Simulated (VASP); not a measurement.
VASP input:

### KPOINTS
```
Automatic mesh
0
Gamma
8 8 8
0 0 0
```

**POSCAR**
```
Al3Sc
1
    4.0791984016     0.0000000000     0.0000000000
    0.0000000000     4.0791984016     0.0000000000
    0.0000000000     0.0000000000     4.0791984016
Sc Al
1 3
Direct
  0.0000000000   0.0000000000   0.0000000000
  0.0000000000   0.5000000000   0.5000000000
  0.5000000000   0.0000000000   0.5000000000
  0.5000000000   0.5000000000   0.0000000000
```

INCAR:
```
! general
SYSTEM   = Al3Sc
PREC     = Accurate
ENCUT    = 520   ! plane-wave cut-off (eV)
LREAL    = .FALSE.
LASPH    = .TRUE.

! electronic loop
EDIFF    = 1E-7   ! SCF stop (eV)
NELM     = 100   ! most electronic steps
ALGO     = Normal
LMAXMIX  = 4
LMIXTAU  = .TRUE.

! smearing
ISMEAR   = 1   ! Methfessel-Paxton
SIGMA    = 0.1   ! width (eV)

! functional
METAGGA  = R2SCAN
LUSE_VDW = .TRUE.
BPARAM   = 11.95
CPARAM   = 0.0093

! ions
ISIF     = 2   ! forces and stress, cell fixed

! output
LWAVE    = .FALSE.
LCHARG   = .FALSE.
```

POTCAR, in this order: Sc_sv Al (PBE.64 set). Program: vasp_std.

Problem. Write an equivalent input for Ansatz.

Solution. One equivalent input (not run):
Ansatz 0.2 input:
```yaml
crystal:
  lattice:
    - [4.0791984, 0.0000000, 0.0000000]
    - [0.0000000, 4.0791984, 0.0000000]
    - [0.0000000, 0.0000000, 4.0791984]
  atoms:
    - { symbol: Sc, position: [0.0000000, 0.0000000, 0.0000000] }
    - { symbol: Al, position: [0.0000000, 0.5000000, 0.5000000] }
    - { symbol: Al, position: [0.5000000, 0.0000000, 0.5000000] }
    - { symbol: Al, position: [0.5000000, 0.5000000, 0.0000000] }
kpoints:
  mp_grid: { grid: [8, 8, 8] }
hamiltonian:
  xc: r2scan
  dispersion: rvv10
  pseudopotentials: { kind: paw }
scf:
  occupations: { method: methfessel_paxton, width: 0.1 }
  max_iter: 100
output: { forces: true, stress: true, eigenvalues: true }
```
The two are equivalent in intent, not identical: each code has its own PAW files, so the cut-off isn't converted (ENCUT is set for VASP's; basis.ecutwfc is left out, and Ansatz then takes the one that its files recommend); Ansatz stops its SCF on the density residual and VASP on the energy change (EDIFF).

The compound is Al3Sc in the L1_2 structure. It was relaxed first.
